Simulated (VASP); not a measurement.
Output of a VASP run:

OUTCAR:
```
 ion  position               nearest neighbor table
   1  0.000  0.000  0.000-   4 2.06   4 2.06   4 2.06   3 2.06   3 2.06   3 2.06   2 2.91   2 2.91
                             2 2.91   2 2.91   2 2.91   2 2.91
   2  0.500  0.500  0.500-   3 2.06   3 2.06   3 2.06   4 2.06   4 2.06   4 2.06   1 2.91   1 2.91
                             1 2.91   1 2.91   1 2.91   1 2.91
   3  0.250  0.250  0.250-   1 2.06   1 2.06   1 2.06   2 2.06   2 2.06   2 2.06
   4  0.750  0.750  0.750-   2 2.06   2 2.06   2 2.06   1 2.06   1 2.06   1 2.06
  LATTYP: Found a trigonal (rhomboedric) cell.
 ALAT       =     5.0413487186
 COS(alpha) =     0.8328698842
 Subroutine PRICEL returns following result:
  LATTYP: Found a trigonal (rhomboedric) cell.
 ALAT       =     2.9116355587
 COS(alpha) =     0.4989579638
 Subroutine GETGRP returns: Found 12 space group operations
The static configuration has the point symmetry D_3d.
The dynamic configuration has the point symmetry D_3d.
The overall configuration has the point symmetry D_3d.
 Subroutine INISYM returns: Found 12 space group operations
 Subroutine IBZKPT returns following result:
 Found     65 irreducible k-points:

 Following reciprocal coordinates:
            Coordinates               Weight
  0.000000  0.000000  0.000000      1.000000
  0.125000  0.000000  0.000000      6.000000
  0.250000  0.000000  0.000000      6.000000
  0.375000  0.000000  0.000000      6.000000
  0.500000  0.000000  0.000000      3.000000
  0.125000  0.125000  0.000000      6.000000
  0.250000  0.125000  0.000000     12.000000
  0.375000  0.125000  0.000000     12.000000
  0.500000  0.125000  0.000000     12.000000
 -0.375000  0.125000  0.000000     12.000000
 -0.250000  0.125000 -0.000000     12.000000
 -0.125000  0.125000  0.000000      6.000000
  0.250000  0.250000  0.000000      6.000000
  0.375000  0.250000  0.000000     12.000000
  0.500000  0.250000  0.000000     12.000000
 -0.375000  0.250000  0.000000     12.000000
 -0.250000  0.250000  0.000000      6.000000
  0.375000  0.375000  0.000000      6.000000
  0.500000  0.375000  0.000000     12.000000
 -0.375000  0.375000  0.000000      6.000000
  0.500000  0.500000  0.000000      3.000000
  0.125000  0.125000  0.125000      2.000000
  0.250000  0.125000  0.125000      6.000000
  0.375000  0.125000  0.125000      6.000000
  0.500000  0.125000  0.125000      6.000000
 -0.375000  0.125000  0.125000      6.000000
 -0.250000  0.125000  0.125000      6.000000
 -0.125000  0.125000  0.125000      6.000000
  0.250000  0.250000  0.125000      6.000000
  0.375000  0.250000  0.125000     12.000000
  0.500000  0.250000  0.125000     12.000000
 -0.375000  0.250000  0.125000     12.000000
 -0.250000  0.250000  0.125000     12.000000
 -0.125000  0.250000  0.125000     12.000000
  0.375000  0.375000  0.125000      6.000000
  0.500000  0.375000  0.125000     12.000000
 -0.375000  0.375000  0.125000     12.000000
 -0.250000  0.375000  0.125000     12.000000
 -0.125000  0.375000  0.125000     12.000000
  0.500000  0.500000  0.125000      6.000000
   k-points           NKPTS =     65   k-points in BZ     NKDIM =     65   number of bands    NBANDS=     20
   number of dos      NEDOS =    301   number of ions     NIONS =      4
   total plane-waves  NPLWV =  64000
   dimension x,y,z NGX =    40 NGY =   40 NGZ =   40
   dimension x,y,z NGXF=    80 NGYF=   80 NGZF=   80
   ions per type =               2   2
   PREC   = accura    normal or accurate (medium, high low for compatibility)
   ISTART =      0    job   : 0-new  1-cont  2-samecut
   ICHARG =      2    charge: 1-file 2-atom 10-const
   ISPIN  =      2    spin polarized calculation?
   LNONCOLLINEAR =      F non collinear calculations
   LSORBIT =      F    spin-orbit coupling
   INIWAV =      1    electr: 0-lowe 1-rand  2-diag
   ENCUT  =  600.0 eV  44.10 Ry    6.64 a.u.  10.07 10.07 10.07*2*pi/ulx,y,z
   NELM   =    100;   NELMIN=  2; NELMDL= -5     # of ELM steps
   EDIFF  = 0.1E-06   stopping-criterion for ELM
...
```

OSZICAR:
```
...
DAV:   1    -0.263073280148E+02   -0.13984E+01   -0.22448E+01  6528   0.717E+01    0.814E+00
DAV:   2    -0.253712634914E+02    0.93606E+00   -0.39986E+00  5920   0.435E+01    0.551E+00
DAV:   3    -0.252523770598E+02    0.11889E+00   -0.44977E-01  7464   0.155E+01    0.289E+00
DAV:   4    -0.252330452248E+02    0.19332E-01   -0.91039E-02  6936   0.406E+00    0.106E+00
DAV:   5    -0.252246152124E+02    0.84300E-02   -0.14274E-02  8904   0.257E+00    0.571E-01
DAV:   6    -0.252222714565E+02    0.23438E-02   -0.89058E-03  5496   0.140E+00    0.157E-01
DAV:   7    -0.252221386764E+02    0.13278E-03   -0.10936E-03  7808   0.369E-01    0.746E-02
DAV:   8    -0.252221530235E+02   -0.14347E-04   -0.90670E-05  6512   0.171E-01    0.386E-02
DAV:   9    -0.252221536597E+02   -0.63613E-06   -0.21839E-05  7376   0.515E-02    0.995E-03
DAV:  10    -0.252221529078E+02    0.75191E-06   -0.98006E-06  5944   0.415E-02    0.220E-03
DAV:  11    -0.252221528383E+02    0.69499E-07   -0.93003E-08  3320   0.410E-03
   3 F= -.22134951E+02 E0= -.22134951E+02  d E =-.100254E+00  mag=     0.0000
       N       E                     dE             d eps       ncg     rms          rms(c)
DAV:   1    -0.252188954762E+02    0.32574E-02   -0.77814E-03  6400   0.131E+00    0.153E-01
DAV:   2    -0.252185580261E+02    0.33745E-03   -0.14609E-03  6408   0.747E-01    0.958E-02
DAV:   3    -0.252185228050E+02    0.35221E-04   -0.13703E-04  7352   0.275E-01    0.550E-02
DAV:   4    -0.252185157900E+02    0.70150E-05   -0.28256E-05  7024   0.805E-02    0.186E-02
DAV:   5    -0.252185128724E+02    0.29176E-05   -0.54485E-06  8864   0.486E-02    0.103E-02
DAV:   6    -0.252185121361E+02    0.73634E-06   -0.30464E-06  5664   0.262E-02    0.307E-03
DAV:   7    -0.252185120697E+02    0.66416E-07   -0.31843E-07  4744   0.695E-03
   4 F= -.22134958E+02 E0= -.22134958E+02  d E =-.100262E+00  mag=     0.0000
       N       E                     dE             d eps       ncg     rms          rms(c)
DAV:   1    -0.252191710275E+02   -0.65889E-03   -0.26399E-02  5488   0.146E+00    0.180E-01
DAV:   2    -0.252188695532E+02    0.30147E-03   -0.44598E-04  6840   0.405E-01    0.102E-01
DAV:   3    -0.252187459711E+02    0.12358E-03   -0.96299E-05  7592   0.261E-01    0.369E-02
DAV:   4    -0.252187503393E+02   -0.43682E-05   -0.19151E-05  7640   0.888E-02    0.143E-02
DAV:   5    -0.252187487193E+02    0.16201E-05   -0.10609E-06  7304   0.309E-02    0.648E-03
DAV:   6    -0.252187484693E+02    0.24993E-06   -0.47947E-07  5680   0.108E-02    0.248E-03
DAV:   7    -0.252187484956E+02   -0.26223E-07   -0.55088E-08  2704   0.285E-03
   5 F= -.22135259E+02 E0= -.22135259E+02  d E =-.300547E-03  mag=     0.0000
       N       E                     dE             d eps       ncg     rms          rms(c)
DAV:   1    -0.252227581400E+02   -0.40097E-02   -0.23857E-01  5488   0.440E+00    0.542E-01
DAV:   2    -0.252200376325E+02    0.27205E-02   -0.40268E-03  6824   0.121E+00    0.307E-01
DAV:   3    -0.252189249264E+02    0.11127E-02   -0.87379E-04  7688   0.786E-01    0.109E-01
DAV:   4    -0.252189635370E+02   -0.38611E-04   -0.17401E-04  7640   0.272E-01    0.429E-02
DAV:   5    -0.252189493602E+02    0.14177E-04   -0.99575E-06  7912   0.918E-02    0.194E-02
DAV:   6    -0.252189472475E+02    0.21127E-05   -0.43249E-06  7280   0.323E-02    0.761E-03
DAV:   7    -0.252189474244E+02   -0.17683E-06   -0.47459E-07  5952   0.771E-03    0.468E-03
DAV:   8    -0.252189474513E+02   -0.26883E-07   -0.37157E-08  2776   0.295E-03
   6 F= -.22135719E+02 E0= -.22135719E+02  d E =-.760385E-03  mag=    -0.0000
```

File OUTCAR:
```
------------------------ aborting loop because EDIFF is reached ----------------------------------------
  FORCE on cell =-STRESS in cart. coord.  units (eV):
  Direction    XX          YY          ZZ          XY          YZ          ZX
  --------------------------------------------------------------------------------------
  Total        3.1138183      3.1138183      3.1138183     -0.0091928     -0.0091928     -0.0091928
  in kB      151.4881861    151.4881861    151.4881861     -0.4472306     -0.4472306     -0.4472306
  external PRESSURE =       1.4881861 kB  Pullay stress =     150.0000000 kB
  volume of cell :       32.93
      direct lattice vectors                 reciprocal lattice vectors
     4.022218110  1.994777014  1.994777014     0.370427163 -0.122805416 -0.122805416
     1.994777014  4.022218110  1.994777014    -0.122805416  0.370427163 -0.122805416
     1.994777014  1.994777014  4.022218110    -0.122805416 -0.122805416  0.370427163
 POSITION                                       TOTAL-FORCE (eV/Angst)
 -----------------------------------------------------------------------------------
      1.99478      4.02222      1.99478        -0.000000      0.000000     -0.000000
      4.00589      4.00589      4.00589        -0.000000      0.000000     -0.000000
      2.00294      2.00294      2.00294        -0.000000     -0.000000      0.000000
      6.00883      6.00883      6.00883         0.000000      0.000000      0.000000
 -----------------------------------------------------------------------------------
    total drift:                                0.000000     -0.000000     -0.000000
  FREE ENERGIE OF THE ION-ELECTRON SYSTEM (eV)
  ---------------------------------------------------
  free  energy   TOTEN  =       -25.2189474513 eV

  energy  without entropy=      -25.2189474512  energy(sigma->0) =      -25.21894745
  enthalpy is  TOTEN    =       -22.1357186329 eV   P V=        3.0832288183

 total charge

# of ion       s       p       d       tot
------------------------------------------
    1        0.370   0.494   8.362   9.227
    2        0.370   0.494   8.362   9.227
    3        1.554   3.439   0.000   4.994
    4        1.554   3.439   0.000   4.994
--------------------------------------------------
tot          3.849   7.867  16.725  28.441

 magnetization (x)

# of ion       s       p       d       tot
------------------------------------------
    1       -0.012  -0.016   1.250   1.222
    2        0.012   0.016  -1.250  -1.222
    3        0.000   0.000   0.000   0.000
    4        0.000   0.000   0.000   0.000
--------------------------------------------------
tot          0.000   0.000   0.000   0.000

 reached required accuracy - stopping structural energy minimisation
```
(Selected blocks of OUTCAR.)

File POSCAR:
```
NiO
1
    4.1176733786     2.0566918643     2.0566918643
    2.0566918643     4.1176733786     2.0566918643
    2.0566918643     2.0566918643     4.1176733786
Ni O
2 2
Direct
  0.0000000000   0.0000000000   0.0000000000
  0.5000000000   0.5000000000   0.5000000000
  0.2500000000   0.2500000000   0.2500000000
  0.7500000000   0.7500000000   0.7500000000
```

Q: Reconstruct the remaining input files.

A: One answer among several that fit: the input of the run itself, PBEsol GGA, plane waves, VASP's PBE PAW potentials (set 64).

**INCAR**
```
SYSTEM  =  NiO
PREC  =  Accurate; ENCUT  =  600; LREAL  =  F
LASPH  =  T
EDIFF  =  1E-7; NELM  =  100; ALGO  =  Normal
LMAXMIX  =  4
ISMEAR  =  0; SIGMA  =  0.05
GGA  =  PS
MAGMOM  =  1.3 -1.3 2*0.0
ISPIN  =  2
IBRION  =  2; NSW  =  40; ISIF  =  3
EDIFFG  =  -0.01; PSTRESS  =  150
LWAVE  =  F; LCHARG  =  F; LORBIT  =  10
```

File KPOINTS:
```
kpoints
0
gamma
  8 8 8
```

POTCAR, in this order: Ni O (PBE.64 set). Program: vasp_std.

Energy and stress use the plane-wave basis of the starting cell.

The compound is NiO in the rock salt, AFM-II order structure. This run relaxes it under an external pressure of 15 GPa. Symmetry was kept, so distortions that lower it aren't found.
